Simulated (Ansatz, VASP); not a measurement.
# Cross-check of Sn (alpha-Sn (diamond)) between VASP and Ansatz

Wanted: the spread between two codes on one cell, functional and k mesh. The cell is taken from a series of runs on this material, whose earlier steps may have relaxed, scaled, displaced or heated it; both programs get it as it stands.

Program: Ansatz 0.2.0. Level of theory: plane waves, with VASP 6.6.1 beside it; single point at HSE06. Results are calculated unless marked as measured.

### 1. Set-up

It takes space group Fd-3m (No. 227, cubic). The conventional cell has a = 6.542 Å, b = 6.542 Å, c = 6.542 Å, α = 90.00°, β = 90.00°, γ = 90.00°. Nearest to Sn lie 4 Sn at 2.83 Å.

### 2. Ansatz: single point, HSE06

Ansatz runs on its PAW soft_1 files.

A single point gives forces, pressure and levels at one fixed geometry, so differences don't come from the geometry; what else differs is listed under the comparison.

input.yaml reads:

```yaml
crystal:
  lattice:
    - [0.0, 3.2711902427, 3.2711902427]
    - [3.2711902427, 0.0, 3.2711902427]
    - [3.2711902427, 3.2711902427, 0.0]
  atoms:
    - { symbol: Sn, position: [0.0, 0.0, 0.0] }
    - { symbol: Sn, position: [0.25, 0.25, 0.25] }
basis:
  ecutwfc: 420
  xc_grid: 2
hamiltonian:
  xc: hse06
  pseudopotentials: { kind: paw, azcp: { folder: soft_1 } }
kpoints:
  mp_grid: { grid: [6, 6, 6] }
scf:
  occupations: { method: fermi_dirac, width: 0.05 }
  max_iter: 150
output:
  forces: true
  stress: true
checkpoint:
  write: "../Sn.hse06.run"
  compress: false
  write_wavefunctions: false
  write_every: 100000
```

Run with:

```console
$ ansatz run input.yaml --threads 4 --pin off --max-ram 13189MiB --backend cpu --events-out ev --progress --plain --runs-dir out
```

Numbers of over 12 decimals in the logs are rounded to 6 here.

The log of the run:

```text
Warning: output.stress: scf.convergence.dr2_threshold = 1e-7 eV (the SCF's general default) is looser than the 2e-10 eV advised for a printed stress (1e-10 eV for each atom of the cell: 2). What an SCF threshold leaves in a stress goes as its square root, and in the free energy as the threshold itself, and one threshold admits the most on a small cell: [figures from the program's tests cut] Set scf.convergence.dr2_threshold to 2e-10 eV or tighter. The threshold is an SCF's pass mark: one that does not reach it within its budget of iterations ends unconverged, or closes short of it on a stop that the run arms, and scf.convergence.dr2_threshold's page says what that costs each kind of run
Warning: output.stress: scf.exx.energy_threshold = 1e-6 eV is looser than the 2e-8 eV advised for a stress under a hybrid functional (1e-8 eV for each atom of the cell: 2). Every SCF of the exchange loop can meet its threshold on dr2 while the loop round them stops early: no threshold on dr2 bounds what that leaves in the stress. Set scf.exx.energy_threshold to 2e-8 eV or tighter. The threshold is the loop's pass mark: a loop that does not reach it within its budget of cycles ends unconverged, and scf.exx.energy_threshold's page has the law
Engine: ansatz 0.2.0, aarch64-unknown-linux-gnu
Pseudopotentials: kind: paw
Pseudopotential: Sn, paw, valence charge 14, recommended cutoff 420 eV (normal), soft_1/Sn.paw.azcp
Functional definition: HSE06
  parameter a = 0.25
  parameter omega = 0.11/bohr
  exchange = pbe_x - a*pbe_x_sr(omega) + a*exact_x_sr(omega)
  correlation = pbe_c
Crystal: 2 atoms, lattice volume = 70.008 Å³
Basis set: ecut = 420 eV, 1363 PW (Γ), exchange–correlation on 64×64×64 points (8 copies of the dense FFT grid, shifted against one another)
Bands: 18, of which v1, the nominal top of the filled ones, is band 14 counted from 1 (13 counted from 0)
Symmetry: 48 space group operations
Space group: Fd-3m (ITA 227), of the structure as read, at distance tolerance 4.1e-5 Å
k-points: 16 of 216
Non-local potential: Sn, projectors of the file, l = 0: 2, l = 1: 2, l = 2: 2, l = 3: 1
PAW form: soft (Blöchl's): semilocal exchange-correlation on the pseudo side does not see the compensation charge
PAW frozen core: Sn, regenerated for the run's functional, and the local potential with it (the file was generated under x = pbe(κ = 0.804, μ = 0.219515), c = pbe(β = 0.066725))
PAW one-centre angular grid: Sn, 590 points (default); XC on 64 Gauss nodes
Initial density: superposition of atomic densities (chi_scale 0.1, normalization cell)
Initial wavefunctions: pseudopotential atomic-orbital guess
Functional: x = pbe(κ = 0.804, μ = 0.219515), c = pbe(β = 0.066725), warm-up for x = pbe(κ = 0.804, μ = 0.219515) + 0.25 (exact − pbe) at short range (hse, ω = 0.207870 Å⁻¹), c = pbe(β = 0.066725); HSE06 as pw.x's `hse` composes it (authors' and Libxc's form: `xc: wpbeh`)
SCF iter   1: F=—  HF=-12048.517696 eV  |F-HF|=—  |Δ(HF+E_count)|=         —  Δρ=2.08e-2  dr2=3.22e-1  ethr=1.00e-1  ⟨swp⟩=4.8  Hψ=775  notcnv=0
preconditioner: auto → none  [insulator: Δε(μ)=0.312 eV  Ē_g=20.010 eV  σ=0.050 eV  W_gap=0.59  n_scr=14 (ndim 8)  ℏωp=23.5 eV  f_vac=0.007  D(μ)=0.26/eV (n_scr^D=0)]
SCF iter   2: F=—  HF=-12048.523738 eV  |F-HF|=—  |Δ(HF+E_count)|=   6.04e-3  Δρ=1.05e-2  dr2=7.05e-2  ethr=1.15e-3  ⟨swp⟩=4.7  Hψ=811  notcnv=0  defer=6
iter 3 solved again at ethr=1.28e-5 eV; its pass at ethr=2.52e-4 eV (dr2=3.57e-3 eV) is discarded
SCF iter   3: F=—  HF=-12048.525828 eV  |F-HF|=—  |Δ(HF+E_count)|=   2.09e-3  Δρ=2.15e-3  dr2=3.41e-3  ethr=1.28e-5  ⟨swp⟩=3.8  Hψ=1352  notcnv=0  defer=2
SCF iter   4: F=—  HF=-12048.523749 eV  |F-HF|=—  |Δ(HF+E_count)|=   2.08e-3  Δρ=5.48e-4  dr2=1.40e-4  ethr=1.22e-5  ⟨swp⟩=3.1  Hψ=774  notcnv=0  defer=1
SCF iter   5: F=—  HF=-12048.523796 eV  |F-HF|=—  |Δ(HF+E_count)|=   4.68e-5  Δρ=1.15e-4  dr2=8.02e-6  ethr=5.00e-7  ⟨swp⟩=4.1  Hψ=776  notcnv=0  defer=1
SCF iter   6: F=—  HF=-12048.523794 eV  |F-HF|=—  |Δ(HF+E_count)|=   1.66e-6  Δρ=9.17e-6  dr2=7.61e-8  ethr=2.87e-8  ⟨swp⟩=3.1  Hψ=748  notcnv=0
SCF iter   7: F=—  HF=-12048.523794 eV  |F-HF|=—  |Δ(HF+E_count)|=   9.99e-8  Δρ=1.98e-6  dr2=2.74e-9  ethr=2.72e-10  ⟨swp⟩=4.4  Hψ=817  notcnv=0
SCF iter   8: F=-12048.523794 eV  HF=-12048.523794 eV  |F-HF|=1.09e-11  |Δ(HF+E_count)|=   1.26e-9  Δρ=1.91e-7  dr2=2.14e-11  ethr=9.77e-12  ⟨swp⟩=3.9  Hψ=753  notcnv=0
SCF 1 converged in 8 iterations: F = -12048.523794 eV  dr2 = 2.14e-11
  greatest PAW one-centre occupation: 0.990 electrons in one spin orbital (limit 2), on the Sn atom at site 1 (counted from 0), in its partial waves of l = 2
Initial density: handed on by an earlier stage of this run
Initial wavefunctions: those handed on with the density
Functional: x = pbe(κ = 0.804, μ = 0.219515) + 0.25 (exact − pbe) at short range (hse, ω = 0.207870 Å⁻¹), c = pbe(β = 0.066725); HSE06 as pw.x's `hse` composes it (authors' and Libxc's form: `xc: wpbeh`)
Exchange kernel: α = 0.2500, screened, ω = 0.2079 Å⁻¹, Wigner–Seitz truncation, v(0) = 1046.9060 eV·Å³, q-mesh 6×6×6, nearest image of the exchange supercell L = 27.76 Å, pair-density grid 20×20×20, without the augmentation charges, whose exchange is taken in its separable form by FFT convolution over the k-point mesh (sized by the pseudopotential files, 27×27×27 at the most), smooth part of the exact exchange by density-matrix convolution
Frozen-core exchange: fock
iter 1 solved again at ethr=1.68e-5 eV; its pass at ethr=1.00e-1 eV (dr2=4.70e-3 eV) is discarded
SCF iter   1: F=—  HF=-12056.837244 eV  |F-HF|=—  |Δ(HF+E_count)|=         —  Δρ=4.25e-3  dr2=6.18e-3  ethr=1.68e-5  ⟨swp⟩=5.8  Hψ=1794  notcnv=0
preconditioner: auto → none  [insulator: Δε(μ)=0.245 eV  Ē_g=22.342 eV  σ=0.050 eV  W_gap=0.63  n_scr=14 (ndim 8)  ℏωp=23.5 eV  f_vac=0.093  D(μ)=0.14/eV (n_scr^D=0)]
SCF iter   2: F=—  HF=-12056.835361 eV  |F-HF|=—  |Δ(HF+E_count)|=   1.88e-3  Δρ=1.56e-3  dr2=1.66e-3  ethr=1.68e-5  ⟨swp⟩=3.0  Hψ=675  notcnv=0
SCF iter   3: F=—  HF=-12056.842750 eV  |F-HF|=—  |Δ(HF+E_count)|=   7.39e-3  Δρ=9.15e-4  dr2=2.92e-4  ethr=2.85e-6  ⟨swp⟩=4.1  Hψ=923  notcnv=0
SCF iter   4: F=—  HF=-12056.842707 eV  |F-HF|=—  |Δ(HF+E_count)|=   4.30e-5  Δρ=1.70e-4  dr2=2.67e-5  ethr=9.34e-7  ⟨swp⟩=2.0  Hψ=515  notcnv=0
SCF iter   5: F=-12056.842837 eV  HF=-12056.842837 eV  |F-HF|=3.90e-8  |Δ(HF+E_count)|=   1.30e-4  Δρ=7.00e-5  dr2=2.27e-6  ethr=3.37e-8  ⟨swp⟩=4.3  Hψ=833  notcnv=0
SCF 2 stopped early in 5 iterations: F = -12056.842837 eV  dr2 = 2.27e-6
  greatest PAW one-centre occupation: 0.991 electrons in one spin orbital (limit 2), on the Sn atom at site 1 (counted from 0), in its partial waves of l = 2
hybrid outer 1: dexx = +8.449e-3 eV, tail = 3.48e-5 eV
Exchange kernel: α = 0.2500, screened, ω = 0.2079 Å⁻¹, Wigner–Seitz truncation, v(0) = 1046.9060 eV·Å³, q-mesh 6×6×6, nearest image of the exchange supercell L = 27.76 Å, pair-density grid 20×20×20, without the augmentation charges, whose exchange is taken in its separable form by FFT convolution over the k-point mesh (sized by the pseudopotential files, 27×27×27 at the most), smooth part of the exact exchange by density-matrix convolution
Frozen-core exchange: fock
SCF iter   1: F=—  HF=-12056.842679 eV  |F-HF|=—  |Δ(HF+E_count)|=         —  Δρ=3.36e-5  dr2=1.30e-6  ethr=6.21e-7  ⟨swp⟩=4.6  Hψ=713  notcnv=0
preconditioner: auto → none  [insulator: Δε(μ)=0.321 eV  Ē_g=22.311 eV  σ=0.050 eV  W_gap=0.66  n_scr=14 (ndim 8)  ℏωp=23.5 eV  f_vac=0.094  D(μ)=0.13/eV (n_scr^D=0)]
SCF iter   2: F=—  HF=-12056.842679 eV  |F-HF|=—  |Δ(HF+E_count)|=   1.48e-7  Δρ=1.45e-5  dr2=2.76e-7  ethr=3.22e-9  ⟨swp⟩=3.9  Hψ=756  notcnv=0
SCF iter   3: F=—  HF=-12056.842680 eV  |F-HF|=—  |Δ(HF+E_count)|=   5.10e-7  Δρ=7.24e-6  dr2=4.42e-8  ethr=7.07e-10  ⟨swp⟩=3.9  Hψ=777  notcnv=0
SCF iter   4: F=-12056.842680 eV  HF=-12056.842680 eV  |F-HF|=3.24e-9  |Δ(HF+E_count)|=   1.34e-8  Δρ=2.29e-6  dr2=2.60e-9  ethr=1.34e-10  ⟨swp⟩=3.1  Hψ=640  notcnv=0
SCF 3 converged in 4 iterations: F = -12056.842680 eV  dr2 = 2.60e-9
  Residual-converged pass: ⟨swp⟩=3.8  Hψ=727  notcnv=0  max |occ|·‖R‖ = 2.3e-6 eV (tolerance 2.4e-6 eV)  dr2=2.66e-9  dr2_onsite=2.44e-9  max |Δocc| = 1.1e-12
hybrid outer 2: dexx = +6.223e-7 eV, tail = 2.61e-8 eV, Δε = 1.86e-3 eV (about 7.47e-5 eV left of the loop's levels)
hybrid SCF converged: 2 outer / 9 inner (+8 warm-up), last move |dexx| = 6.22e-7 eV, tail = 2.61e-8 eV
Stability not checked: this state was not tested for a lower state beside it, because the functional holds exact exchange (a hybrid, or Hartree-Fock), whose exchange loop this test does not read (fock_operator; see scf.lower_state_search)
Free energy (F): -12056.842680 eV
Frozen-core exchange: fock
Harris-Foulkes:  -12056.842680 eV  (|F-HF|=3.24e-9)
Internal energy: -12056.841741 eV  (E = F + TS)
E sigma→0 (E₀):  -12056.842210 eV
Entropy (-TS):   -0.000939 eV (-0.469 meV/atom)
Fermi energy:    7.433207 eV
--- Per-component energies (eV) ---
  E_band       = -306.842796
  E_kinetic    = 335.214766
  E_local      = -2643.588017  (includes V_loc(G=0)·N_el)
  E_nonlocal   = 284.501949
  E_hartree    = 1290.224174
  E_xc         = -201.108290
  E_vxc        = -128.392869  (∫ρ·V_xc dr)
  E_exx        = -72.658893  (= α·E_x^exact, valence–valence)
  E_paw        = -8726.124271  (= ΣΔE_a)
  E_vpaw       = -589.711275  (= ΣTr[D̂ρ^β])
  E_aug_tail   = 0.000600  (compensation charges beyond the density's cutoff)
  E_ewald      = -2323.821509
  E_core_change = 0.517752  (= ΣΔE_core)
  E_smearing   = -0.000939  (= −TS)
  E_closure    = -0.000002  (closes the sum)
  Σ components = -12056.842680   (vs F -12056.842680, Δ=0.00e0)
--- Forces (eV/Å), atoms counted from 1 ---
  atom   1  Sn     0.00000000     0.00000000    -0.00000000
  atom   2  Sn     0.00000000    -0.00000000    -0.00000000
  max |Σ_I F_I| component: 1.30e-16 eV/Å
--- Stress (GPa, compression-positive) ---
        0.344063      -0.000000       0.000000
        0.000000       0.344063      -0.000000
       -0.000000      -0.000000       0.344063
  P = ⅓ Tr σ = 0.3441 GPa (3.441 kbar)
--- Band table (eV; the first three rows and the last of 16) ---
  k-point 0: bands = [... 10 lower, -4.2230, 7.0745, 7.3994, 7.3994, 7.3994, 9.9896]
  k-point 1: bands = [... 10 lower, -3.9318, 4.4197, 6.9480, 6.9480, 8.2877, 10.5725]
  k-point 2: bands = [... 10 lower, -3.1309, 1.8354, 6.3548, 6.3548, 7.9001, 11.0880]
  k-point 15: bands = [... 10 lower, -0.7770, -0.7770, 4.2338, 4.2338, 10.1176, 10.1176]
  guard bands above this table: 2 of the run's 18 bands. The solve was not asked for them (output.publish_guard_bands: true or output.eigenvalues: true publishes all)
```

Reading the cycles: dr2 is the Hartree energy of the density residual (eV), the measure of convergence; HF is the Harris–Foulkes estimate of the energy, which meets the free energy F at convergence.

The run ends at a pressure of 0.34 GPa.

(Continued in part 2 of 2.)

[Lines on the potential files, build, host, timing and source positions are cut from VASP's logs without a mark.]

[Logs are printed without paths, hosts, clocks, repeated set-up lines and the standing remarks that a program may print on its own settings, such as how far it seeks lower states.]

[Hosts, paths, dates, database ids (printed as entryN), source tags and the programs' standing remarks are cut or masked in the printed files.]
